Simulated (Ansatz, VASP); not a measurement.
## ScCo: VASP beside Ansatz

Aim: how closely do two programs agree when they are given the same cell, functional and k mesh? The cell is taken from a series of runs on this material, whose earlier steps may have relaxed, scaled, displaced or heated it; both programs get it as it stands.

Calculated with Ansatz 0.2.0; plane waves, with VASP 6.6.1 beside it; relaxation of cell and atoms at PBEsol and zone-centre phonons at PBEsol.

## Step 1: The starting structure

Symmetry: Pm-3m, No. 221, cubic system. Conventional cell: a = 3.072 Å, b = 3.072 Å, c = 3.072 Å, α = 90.00°, β = 90.00°, γ = 90.00°. Nearest to Sc lie 8 Co at 2.66 Å. Nearest to Co lie 8 Sc at 2.66 Å. Farther neighbours are not listed.

Coordinates:

```cif
data_structure
_symmetry_space_group_name_H-M 'P 1'
_symmetry_Int_Tables_number 1
_cell_length_a 3.0716
_cell_length_b 3.0716
_cell_length_c 3.0716
_cell_angle_alpha 90.000
_cell_angle_beta 90.000
_cell_angle_gamma 90.000
_cell_volume 28.98
loop_
_atom_site_label
_atom_site_type_symbol
_atom_site_fract_x
_atom_site_fract_y
_atom_site_fract_z
_atom_site_occupancy
Sc1 Sc 0.50000 0.50000 0.50000 1
Co2 Co 0.00000 0.00000 0.00000 1
```

## Step 2: VASP: relaxation of cell and atoms, PBEsol

The relaxed volume is the usual yardstick between codes: in a stiff, nearly cubic crystal its relative difference is about their pressure difference at one cell divided by the bulk modulus.

Lines of VASP's logs that name or quote its potential files are left out, and so is its time.

INCAR

```
SYSTEM = ScCo
PREC = Accurate
ENCUT = 600
EDIFF = 1E-07
NELM = 120
ISMEAR = 1
SIGMA = 0.2
LREAL = .FALSE.
ALGO = Normal
GGA = PS
NBANDS = 16
LASPH = .TRUE.
LORBIT = 11
LWAVE = .FALSE.
LCHARG = .FALSE.
ISIF = 3
IBRION = 2
NSW = 80
EDIFFG = -0.005
GGA_COMPAT = .FALSE.
NELMIN = 4
KPAR = 2
```

POSCAR

```
ScCo
1.0
    3.0716500000      0.0000000000      0.0000000000
    0.0000000000      3.0716500000      0.0000000000
    0.0000000000      0.0000000000      3.0716500000
Sc Co
1 1
Direct
    0.5000000000      0.5000000000      0.5000000000
    0.0000000000      0.0000000000      0.0000000000
```

KPOINTS

```
Automatic mesh
0
Gamma
16 16 16
0 0 0
```

Potentials, in the order of the species: Sc_sv and Co (PBE family, release 64).

The run is started by

```bash
> mpirun -np 2 vasp_std
```

Numbers of over 12 decimals in the logs are rounded to 6 here.

Output:

```text
[banner, memory and clock lines left out]
running    2 mpi-ranks, on    1 nodes
 distrk:  each k-point on    1 cores,    2 groups
 distr:  one band on    1 cores,    1 groups

 POSCAR found type information on POSCAR ScCo
 POSCAR found :  2 types and       2 ions
|                                                                             |
|               ----> ADVICE to this user running VASP <----                  |
|                                                                             |
|     You enforced a specific xc type in the INCAR file but a different       |
|     [... a line on the potential file left out ...]
|     I HOPE YOU KNOW WHAT YOU ARE DOING!                                     |
|                                                                             |

 LDA part: xc-table for (Slater+PW92), standard interpolation
 POSCAR, INCAR and KPOINTS ok, starting setup
 FFT: planning ... GRIDC
 FFT: planning ... GRID_SOFT
 FFT: planning ... GRID
 WAVECAR not read
 entering main loop
       N       E                     dE             d eps       ncg     rms          rms(c)
DAV:   1     0.196794735175E+03    0.19679E+03   -0.10617E+04  5312   0.165E+03
DAV:   2    -0.946117671690E+01   -0.20626E+03   -0.20092E+03  5432   0.424E+02
DAV:   3    -0.167711260393E+02   -0.73099E+01   -0.72343E+01  7680   0.106E+02
DAV:   4    -0.169226301520E+02   -0.15150E+00   -0.15145E+00  6216   0.137E+01
DAV:   5    -0.169282982732E+02   -0.56681E-02   -0.56681E-02  7848   0.247E+00    0.147E+01
DAV:   6    -0.202883388326E+02   -0.33600E+01   -0.42270E+01  5288   0.733E+01    0.186E+01
DAV:   7    -0.152363152038E+02    0.50520E+01   -0.15561E+01  7096   0.530E+01    0.392E+00
DAV:   8    -0.150822449603E+02    0.15407E+00   -0.59893E-01  7808   0.826E+00    0.129E+00
DAV:   9    -0.150701766301E+02    0.12068E-01   -0.31640E-02  6640   0.205E+00    0.413E-01
DAV:  10    -0.150695553620E+02    0.62127E-03   -0.38502E-03  8752   0.716E-01    0.126E-01
DAV:  11    -0.150694720896E+02    0.83272E-04   -0.12750E-03  8312   0.426E-01    0.968E-02
DAV:  12    -0.150694218725E+02    0.50217E-04   -0.15136E-04  8856   0.162E-01    0.165E-02
DAV:  13    -0.150694191854E+02    0.26871E-05   -0.11169E-05  9672   0.367E-02    0.316E-03
DAV:  14    -0.150694189621E+02    0.22338E-06   -0.48043E-07  4904   0.701E-03    0.602E-04
DAV:  15    -0.150694189251E+02    0.36940E-07   -0.34545E-08  2712   0.286E-03
   1 F= -.15069419E+02 E0= -.15069438E+02  d E =-.150694E+02
 curvature:   0.00 expect dE= 0.000E+00 dE for cont linesearch  0.000E+00
 trial: gam= 0.00000 g(F)=  0.000E+00 g(S)=  0.832E-04 ort = 0.000E+00 (trialstep = 0.100E+01)
 search vector abs. value=  0.832E-04
 bond charge predicted
       N       E                     dE             d eps       ncg     rms          rms(c)
DAV:   1    -0.150712337397E+02   -0.18148E-02   -0.31454E-02  5296   0.258E+00    0.435E-01
DAV:   2    -0.150862164339E+02   -0.14983E-01   -0.10556E-01  6816   0.341E+00    0.138E+00
DAV:   3    -0.150696809136E+02    0.16536E-01   -0.71255E-02  7680   0.290E+00    0.910E-02
DAV:   4    -0.150694431474E+02    0.23777E-03   -0.81272E-04  7096   0.295E-01    0.387E-02
DAV:   5    -0.150694309556E+02    0.12192E-04   -0.31695E-05  7192   0.647E-02    0.194E-02
DAV:   6    -0.150694282033E+02    0.27523E-05   -0.13554E-05  9464   0.297E-02    0.429E-03
DAV:   7    -0.150694281208E+02    0.82500E-07   -0.63238E-07  5544   0.803E-03
   2 F= -.15069428E+02 E0= -.15069449E+02  d E =-.919564E-05
 trial-energy change:   -0.000009  1 .order   -0.000014   -0.000083    0.000055
 step:   0.5499(harm=  0.6001)  dis= 0.00000  next Energy=   -15.069441 (dE=-0.221E-04)
 bond charge predicted
       N       E                     dE             d eps       ncg     rms          rms(c)
DAV:   1    -0.150698072688E+02   -0.37907E-03   -0.63793E-03  5296   0.116E+00    0.196E-01
DAV:   2    -0.150727949173E+02   -0.29876E-02   -0.21033E-02  6840   0.154E+00    0.611E-01
DAV:   3    -0.150694970416E+02    0.32979E-02   -0.14097E-02  7648   0.129E+00    0.417E-02
DAV:   4    -0.150694441225E+02    0.52919E-04   -0.16668E-04  7168   0.135E-01    0.169E-02
DAV:   5    -0.150694422909E+02    0.18316E-05   -0.62752E-06  7176   0.292E-02    0.853E-03
DAV:   6    -0.150694419393E+02    0.35154E-06   -0.25943E-06  8536   0.130E-02    0.194E-03
DAV:   7    -0.150694418912E+02    0.48075E-07   -0.11596E-07  2760   0.375E-03
   3 F= -.15069442E+02 E0= -.15069462E+02  d E =-.229661E-04
 curvature:  -0.30 expect dE=-0.138E-07 dE for cont linesearch -0.138E-07
 trial: gam=-0.02316 g(F)=  0.178E-64 g(S)=  0.468E-07 ort = 0.197E-05 (trialstep = 0.910E+00)
 search vector abs. value=  0.126E-09
 reached required accuracy - stopping structural energy minimisation
```

From OUTCAR (step 2):

```text
ion  position               nearest neighbor table
   1  0.500  0.500  0.500-   2 2.66   2 2.66   2 2.66   2 2.66   2 2.66   2 2.66   2 2.66   2 2.66

  LATTYP: Found a simple cubic cell.
 ALAT       =     3.0716500000

 Subroutine GETGRP returns: Found 48 space group operations
 (whereof 48 operations were pure point group operations)

The static configuration has the point symmetry O_h .

 Found    165 irreducible k-points:

   k-points           NKPTS =    165   k-points in BZ     NKDIM =    165   number of bands    NBANDS=     16

   dimension x,y,z NGX =    28 NGY =   28 NGZ =   28
   dimension x,y,z NGXF=    56 NGYF=   56 NGZF=   56

   ENCUT  =  600.0 eV  44.10 Ry    6.64 a.u.   6.13  6.13  6.13*2*pi/ulx,y,z

   NELECT =      20.0000    total number of electrons

 k-points in reciprocal lattice and weights: Automatic mesh
   0.00000000  0.00000000  0.00000000       0.000
   0.06250000  0.00000000  0.00000000       0.001
   0.12500000  0.00000000  0.00000000       0.001
   0.18750000  0.00000000  0.00000000       0.001
   0.25000000  0.00000000  0.00000000       0.001
   0.31250000  0.00000000  0.00000000       0.001
   0.37500000  0.00000000  0.00000000       0.001
   0.43750000  0.00000000  0.00000000       0.001
   0.50000000  0.00000000  0.00000000       0.001
[...]
0.50000000  0.50000000  0.43750000       0.001
   0.50000000  0.50000000  0.50000000       0.000

 average (electrostatic) potential at core
       1 -42.8547       2 -80.7901

 E-fermi :   7.0212

 k-point     1 :       0.0000    0.0000    0.0000
  band No.  band energies     occupation
    ...
      6       4.0384      2.00000
      7       4.0384      2.00000
      8       6.1191      2.00000
      9       6.1191      2.00000
     10       6.1191      2.00000
     11       8.9050     -0.00000
     12       8.9050     -0.00000
     13      11.6268      0.00000
     14      11.6268      0.00000
     15      11.6268      0.00000
    ...

 k-point     2 :       0.0625    0.0000    0.0000
  band No.  band energies     occupation
    ...
      6       4.0693      2.00000
      7       4.0726      2.00000
      8       6.1126      2.00000
      9       6.1126      2.00000
     10       6.1292      2.00000
     11       8.8706     -0.00000
     12       8.9155     -0.00000
     13      11.4765      0.00000
     14      11.4765      0.00000
     15      11.6136      0.00000
    ...

 k-point     3 :       0.1250    0.0000    0.0000
  band No.  band energies     occupation
    ...
      6       4.1602      2.00000
      7       4.1681      2.00000
      8       6.0947      2.00000
      9       6.0947      2.00000
     10       6.1581      2.00000
     11       8.7692     -0.00000
     12       8.9325     -0.00000
     13      11.1033      0.00000
     14      11.1033      0.00000
     15      11.5758      0.00000
    ...

  Total        0.0008044      0.0008044      0.0008044     -0.0000000     -0.0000000      0.0000000
  in kB        0.0444087      0.0444087      0.0444087     -0.0000000     -0.0000000      0.0000000
  external PRESSURE =       0.0444087 kB  Pullay stress =       0.0000000 kB

  energy-cutoff  :      600.00
  volume of cell :       29.02
      direct lattice vectors                 reciprocal lattice vectors
     3.073031601 -0.000000000  0.000000000     0.325411558  0.000000000  0.000000000
    -0.000000000  3.073031601 -0.000000000     0.000000000  0.325411558  0.000000000
    -0.000000000  0.000000000  3.073031601    -0.000000000  0.000000000  0.325411558

 POSITION                                       TOTAL-FORCE (eV/Angst)
 -----------------------------------------------------------------------------------
      1.53652      1.53652      1.53652        -0.000000      0.000000      0.000000
      0.00000      0.00000      0.00000         0.000000      0.000000      0.000000
 -----------------------------------------------------------------------------------
    total drift:                                0.000000      0.000000      0.000000

  FREE ENERGIE OF THE ION-ELECTRON SYSTEM (eV)
  ---------------------------------------------------
  free  energy   TOTEN  =       -15.0694418912 eV

  energy  without entropy=      -15.0695017964  energy(sigma->0) =      -15.06946186

 reached required accuracy - stopping structural energy minimisation

 total charge
# of ion       s       p       d       tot
------------------------------------------
    1        2.302   6.209   1.170   9.680
    2        0.504   0.357   7.398   8.260
--------------------------------------------------
tot          2.806   6.566   8.568  17.940

[... 3 further parts left out ...]
```

This run has no spin polarisation, so a moment on Co, if there is one, isn't seen. The run keeps the 48 symmetry operations of its start, so it cannot find a distortion of lower symmetry.

## Step 3: Ansatz: relaxation of cell and atoms, PBEsol

Ansatz runs on its PAW soft_1 files.

The same cell, functional, mesh and smearing now go to Ansatz, which takes its cutoff from its data sets.

input.yaml

```yaml
crystal:
  lattice:
    - [3.0716497129, 0.0, 0.0]
    - [0.0, 3.0716497129, 0.0]
    - [0.0, 0.0, 3.0716497129]
  atoms:
    - { symbol: Sc, position: [0.5, 0.5, 0.5] }
    - { symbol: Co, position: [0.0, 0.0, 0.0] }
kpoints:
  mp_grid: { grid: [16, 16, 16] }
hamiltonian:
  xc: pbesol
  pseudopotentials: { kind: paw, azcp: { folder: soft_1 }, xc_functional: pbe }
scf:
  occupations: { method: methfessel_paxton, width: 0.2 }
output:
  forces: true
  stress: true
  eigenvalues: true
relax:
  adjacent_minimum: "off"
  f_tol: 0.001
  max_steps: 60
  cell: { stress_tol: 0.01 }
```

The run is started by

```bash
> ansatz run input.yaml --threads 4 --pin off --max-ram 10240MiB --backend cpu --events-out ev --progress --plain --runs-dir out
```

Output:

```text
Engine: ansatz 0.2.0, aarch64-unknown-linux-gnu
Pseudopotentials: kind: paw
Pseudopotential: Sc, paw, valence charge 11, recommended cutoff 420 eV (normal), soft_1/Sc.paw.azcp
Pseudopotential: Co, paw, valence charge 17, recommended cutoff 420 eV (normal), soft_1/Co.paw.azcp
Functional definition: PBEsol
  exchange = pbesol_x
  correlation = pbesol_c
Crystal: 2 atoms, lattice volume = 28.981 Å³
Basis set: ecut = 420 eV, 587 PW (Γ), exchange–correlation on 48×48×48 points (8 copies of the dense FFT grid, shifted against one another)
Bands: 18, of which v1, the nominal top of the filled ones, is band 14 counted from 1 (13 counted from 0)
Symmetry: 48 space group operations
Space group: Pm-3m (ITA 221), of the structure as read, at distance tolerance 3.1e-5 Å
k-points: 165 of 4096
Non-local potential: Sc, projectors of the file, l = 0: 3, l = 1: 2, l = 2: 3, l = 3: 1
Non-local potential: Co, projectors of the file, l = 0: 3, l = 1: 2, l = 2: 3, l = 3: 1
PAW form: soft (Blöchl's): semilocal exchange-correlation on the pseudo side does not see the compensation charge
PAW frozen core: Sc, regenerated for the run's functional, and the local potential with it (the file was generated under x = pbe(κ = 0.804, μ = 0.219515), c = pbe(β = 0.066725))
PAW frozen core: Co, regenerated for the run's functional, and the local potential with it (the file was generated under x = pbe(κ = 0.804, μ = 0.219515), c = pbe(β = 0.066725))
PAW one-centre angular grid: Sc, 590 points (default); XC on 64 Gauss nodes
PAW one-centre angular grid: Co, 590 points (default); XC on 64 Gauss nodes
Initial density: superposition of atomic densities (chi_scale 0.1, normalization cell, long waves kept (reshape's long-wave potential 0.00 eV rms))
Initial wavefunctions: pseudopotential atomic-orbital guess
Functional: x = pbesol(κ = 0.804, μ = 0.123457), c = pbesol(β = 0.046)
SCF iter   1: F=—  HF=-7205.241527 eV  |F-HF|=—  |Δ(HF+E_count)|=         —  Δρ=9.91e-2  dr2=1.93e0  ethr=3.10e-3  ⟨swp⟩=3.7  Hψ=10746  notcnv=0
preconditioner: auto → none  [metal: Δε(μ)=0.033 eV  Ē_g=12.494 eV  σ=0.200 eV  W_gap=0.14  n_scr=6 (ndim 8)  ℏωp=29.3 eV  f_vac=0.000  D(μ)=0.77/eV (n_scr^D=6)  sad-step TF]
SCF iter   2: F=—  HF=-7205.088058 eV  |F-HF|=—  |Δ(HF+E_count)|=   1.53e-1  S|Δr|=    0.00e0  Δρ=2.39e-2  dr2=1.21e-1  ethr=3.10e-3  ⟨swp⟩=2.1  Hψ=4927  notcnv=0
SCF iter   3: F=—  HF=-7205.090971 eV  |F-HF|=—  |Δ(HF+E_count)|=   2.91e-3  S|Δr|=    0.00e0  Δρ=1.76e-2  dr2=6.03e-2  ethr=4.33e-4  ⟨swp⟩=2.0  Hψ=4510  notcnv=0
SCF iter   4: F=—  HF=-7205.094092 eV  |F-HF|=—  |Δ(HF+E_count)|=   3.12e-3  S|Δr|=    0.00e0  Δρ=3.43e-3  dr2=2.18e-3  ethr=2.16e-4  ⟨swp⟩=2.1  Hψ=3921  notcnv=0
SCF iter   5: F=—  HF=-7205.093628 eV  |F-HF|=—  |Δ(HF+E_count)|=   4.64e-4  S|Δr|=    0.00e0  Δρ=3.74e-4  dr2=3.38e-5  ethr=7.79e-6  ⟨swp⟩=2.2  Hψ=4597  notcnv=0
SCF iter   6: F=—  HF=-7205.093611 eV  |F-HF|=—  |Δ(HF+E_count)|=   1.67e-5  S|Δr|=    0.00e0  Δρ=2.56e-5  dr2=2.33e-7  ethr=1.21e-7  ⟨swp⟩=2.9  Hψ=5540  notcnv=0
SCF iter   7: F=-7205.093611 eV  HF=-7205.093611 eV  |F-HF|=2.94e-10  |Δ(HF+E_count)|=   5.66e-8  S|Δr|=    0.00e0  Δρ=3.79e-6  dr2=1.50e-9  ethr=3.57e-10  ⟨swp⟩=4.7  Hψ=11214  notcnv=0
SCF 1 converged in 7 iterations: F = -7205.093611 eV  dr2 = 1.50e-9
  greatest PAW one-centre occupation: 1.000 electrons in one spin orbital (limit 2), on the Co atom at site 1 (counted from 0), in its partial waves of l = 1
relax step   1: F+E_penalty+E_count = -7205.09361082 eV  Δ(F+E_penalty+E_count) = +0.000e0 eV  max|allowed force component| = 2.827e-30 eV/Å  Δτ_max = 0.0000 Å  P = +0.003 GPa  Ω = 28.981 Å³  (7 SCF iters, dr2 threshold 1.00e-7 eV, accepted)
Initial density: handed on by an earlier stage of this run
Initial wavefunctions: pseudopotential atomic-orbital guess (no wavefunctions were taken with the density)
iter 1 solved again at ethr=2.85e-9 eV; its pass at ethr=3.10e-3 eV (dr2=7.98e-7 eV) is discarded
SCF iter   1: F=—  HF=-7205.093613 eV  |F-HF|=—  |Δ(HF+E_count)|=         —  Δρ=4.26e-6  dr2=2.21e-9  ethr=2.85e-9  ⟨swp⟩=3.2  Hψ=20660  notcnv=0
preconditioner: auto → none  [metal: Δε(μ)=0.025 eV  Ē_g=12.498 eV  σ=0.200 eV  W_gap=0.11  n_scr=6 (ndim 8)  ℏωp=29.3 eV  f_vac=0.000  D(μ)=1.00/eV (n_scr^D=6)]
SCF iter   2: F=—  HF=-7205.093611 eV  |F-HF|=—  |Δ(HF+E_count)|=   1.73e-6  S|Δr|=    0.00e0  Δρ=1.55e-6  dr2=2.44e-10  ethr=7.89e-12  ⟨swp⟩=2.0  Hψ=4646  notcnv=0
SCF iter   3: F=—  HF=-7205.093611 eV  |F-HF|=—  |Δ(HF+E_count)|=  2.00e-11  S|Δr|=    0.00e0  Δρ=4.68e-7  dr2=2.45e-11  ethr=8.73e-13 (applied; sched 1.00e-12)  ⟨swp⟩=2.2  Hψ=3670  notcnv=0
SCF iter   4: F=—  HF=-7205.093611 eV  |F-HF|=—  |Δ(HF+E_count)|=  3.64e-12  S|Δr|=    0.00e0  Δρ=2.24e-7  dr2=8.56e-12  ethr=8.73e-14 (applied; sched 1.00e-12)  ⟨swp⟩=2.0  Hψ=5292  notcnv=0
SCF iter   5: F=-7205.093611 eV  HF=-7205.093611 eV  |F-HF|=9.09e-13  |Δ(HF+E_count)|=  9.09e-13  S|Δr|=    0.00e0  Δρ=4.75e-8  dr2=4.22e-13  ethr=1.00e-12  ⟨swp⟩=3.0  Hψ=11291  notcnv=0
SCF 2 converged in 5 iterations: F = -7205.093611 eV  dr2 = 4.22e-13
relax step   2: F+E_penalty+E_count = -7205.09361082 eV  Δ(F+E_penalty+E_count) = -7.822e-11 eV  max|allowed force component| = 4.996e-30 eV/Å  Δτ_max = 0.0000 Å  P = +0.003 GPa  Ω = 28.981 Å³  stress off target by 2.65e-3 GPa  SCF on the basis re-selected at this cell (its energy is not comparable with the rows above)  (5 SCF iters)
basis re-selected at this cell: Δ(F+E_penalty+E_count) = -7.822e-11 eV, ΔP = -0.000 GPa vs the last step (what re-selecting the basis moved, of the pressure what is left beyond the Pulay correction that the steps carried, after the strain that the cell walked since its last selection, with what the two solves' SCF thresholds leave and, on support functions, any second-order correction that the steps lacked; it is no  [...]
SCF converged after 5 iterations
Stability not checked: this state was not tested for a lower state beside it, because cold or Methfessel-Paxton smearing, or corrected tetrahedra, fill the levels in a way that the test cannot read (fill_not_monotonic; see scf.lower_state_search)
Free energy (F): -7205.093611 eV
Harris-Foulkes:  -7205.093611 eV  (|F-HF|=9.09e-13)
Internal energy: -7205.093800 eV  (E = F + TS)
E sigma→0 (E₀):  -7205.093658 eV
Entropy (-TS):   0.000190 eV (0.095 meV/atom)
Fermi energy:    14.810148 eV
--- Per-component energies (eV) ---
  E_band       = -402.319334
  E_kinetic    = 505.270882
  E_local      = -3819.538809  (includes V_loc(G=0)·N_el)
  E_nonlocal   = 581.675892
  E_hartree    = 1643.428895
  E_xc         = -178.109741
  E_vxc        = -225.311065  (∫ρ·V_xc dr)
  E_paw        = -2508.419191  (= ΣΔE_a)
  E_vpaw       = -731.274091  (= ΣTr[D̂ρ^β])
  E_aug_tail   = 0.000018  (compensation charges beyond the density's cutoff)
  E_ewald      = -3429.719191
  E_core_change = 0.317445  (= ΣΔE_core)
  E_smearing   = 0.000190  (= −TS)
  E_closure    = 0.000000  (closes the sum)
  Σ components = -7205.093611   (vs F -7205.093611, Δ=0.00e0)
--- Forces (eV/Å), atoms counted from 1 ---
  atom   1  Sc     0.00000000     0.00000000     0.00000000
  atom   2  Co    -0.00000000     0.00000000    -0.00000000
  max |Σ_I F_I| component: 8.94e-30 eV/Å
--- Stress (GPa, compression-positive) ---
        0.002653       0.000000       0.000000
        0.000000       0.002653       0.000000
        0.000000       0.000000       0.002653
  P = ⅓ Tr σ = 0.0027 GPa (0.027 kbar)
--- Band table (eV; the first three rows and the last of 165) ---
  k-point 0: bands = [... 10 lower, 11.8134, 13.9095, 13.9095, 13.9095, 16.7114, 16.7114, 19.4359, 19.4359]
  k-point 1: bands = [... 10 lower, 11.8475, 13.9029, 13.9029, 13.9196, 16.6765, 16.7218, 19.2832, 19.2832]
  k-point 2: bands = [... 10 lower, 11.9431, 13.8844, 13.8844, 13.9485, 16.5740, 16.7384, 18.9054, 18.9054]
  k-point 164: bands = [... 10 lower, 13.0636, 13.6780, 13.6780, 13.6780, 14.5542, 14.5542, 20.1451, 20.1451]
--- Relaxed structure (1 steps of the walk, 1 accepted, 1 SCFs on fresh bases) ---
  F+E_penalty+E_count = -7205.09361082 eV   max|allowed force component| = 4.996e-30 eV/Å   (the final SCF, on the basis selected at the relaxed cell)
  cell:  # Å, volume = 28.9811 Å³
    - [3.0716497129, 0.0, 0.0]
    - [0.0, 3.0716497129, 0.0]
    - [0.0, 0.0, 3.0716497129]
  atoms:
    - { symbol: Sc, position: [0.5, 0.5, 0.5] }
    - { symbol: Co, position: [0.0, 0.0, 0.0] }
```

Reading the cycles: dr2 is the Hartree energy of the density residual (eV), the measure of convergence; HF is the Harris–Foulkes estimate of the energy, which meets the free energy F at convergence.

## Step 4: Differences

Known differences besides the potentials themselves: the data sets hold 28 valence electrons in Ansatz (on its PAW soft_1 files) and 20 in VASP; the cutoff is 420 eV in Ansatz and 600 eV in VASP; Ansatz makes its cores anew for this functional, VASP keeps those of its PBE data sets; Ansatz adds a Pulay correction to the stress that steers its cell, VASP none. Total energies have different zeros and are not compared.

Compared:

```csv
quantity,Ansatz,VASP,difference
volume (Å³),28.98,29.02,-0.13 %
"edge a after relaxation, in the typed setting (Å)",3.072,3.073,-0.05 %
```

(Part 1 of 2 ends here.)

[Lines on the potential files, build, host, timing and source positions are cut from VASP's logs without a mark.]

[Logs are printed without paths, hosts, clocks, repeated set-up lines and the standing remarks that a program may print on its own settings, such as how far it seeks lower states.]

[Hosts, paths, dates, database ids (printed as entryN), source tags and the programs' standing remarks are cut or masked in the printed files.]
